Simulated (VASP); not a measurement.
Ni: band structure with PBE

Crystal: Ni.

```
Ni
1.0
     0.00000    1.75907    1.75907
     1.75907    0.00000    1.75907
     1.75907    1.75907    0.00000
Ni
1
Cartesian
  0.0000 0.0000 0.0000
```

```json
{
  "Program": "VASP 6.6.1",
  "Task": "band structure",
  "Functional": "PBE",
  "Potentials or basis": "VASP PAW PBE potentials, release 64 (Ni)",
  "Cutoff": "520 eV",
  "k mesh": "20 × 20 × 20",
  "Occupations": "gaussian, width 0.1 eV",
  "Spin": "collinear spin, ferromagnetic start",
  "Starting moments": "[0.8] μB",
  "Further INCAR settings": "ALGO = Normal; EDIFF = 1e-07"
}
```

* Band gap along the path: none (metal or under the smearing width)
* Net moment: 0.63 μB per cell

Wall time 47 s on 1 thread of Intel(R) Xeon(R) Platinum 8488C (Sapphire Rapids) (shared host), peak memory 0.16 GiB.

Caveat: the log is that of the step along the path at fixed density, whose energy, stress, charges and moments have no meaning.
